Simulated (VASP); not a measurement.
Input:

```
CELL_PARAMETERS angstrom
      3.89695     0.00000     0.00000
      0.00000     3.89695     0.00000
      0.00000     0.00000     3.89695
ATOMIC_POSITIONS crystal
  Zn 0.00000 0.00000 0.00000
  C  0.50000 0.50000 0.50000
  Fe 0.00000 0.50000 0.50000
  Fe 0.50000 0.50000 0.00000
  Fe 0.50000 0.00000 0.50000
```
Starting moments (μB, in the order of the record's atoms Zn C Fe Fe Fe): 0.0 0.0 4.0 4.0 4.0.

Method: PBEsol GGA, VASP's PBE PAW potentials (set 64) (plane waves; VASP). Settings: 400 eV cut-off, 5×5×5 Γ-centred mesh, Fermi-Dirac smearing of 0.10 eV, potentials Zn C Fe.

At this cut-off the stress carries a Pulay error, which pulls relaxed volumes low.

Task: Predict the cell moment, energy per atom (σ→0), pressure, band gap (on the k-mesh) with the smallest direct gap where there is one.

Result: 
```json
{
  "band gap (on the k-mesh)": "none (metal, semimetal or under 0.01 eV)",
  "cell_moment": "4.82 μB",
  "energy per atom (σ→0)": "-7.513 eV/atom",
  "pressure": "-22.72 GPa"
}
```

Task: Give the moment on each site (PAW-sphere projection).

Result: 
```csv
site,moment (μB)
Zn1,-0.08
C2,-0.13
Fe3,1.71
Fe4,1.71
Fe5,1.71
```

Only differences to runs with the same potentials and settings are physical.

The structure was generated: ZnFe3C was put into an ordered model structure, which need not be its known phase. The cell was not relaxed at this level. The k-mesh is coarse (spacing up to 0.32 per Å, 2π included), so the numbers may not be converged in it.
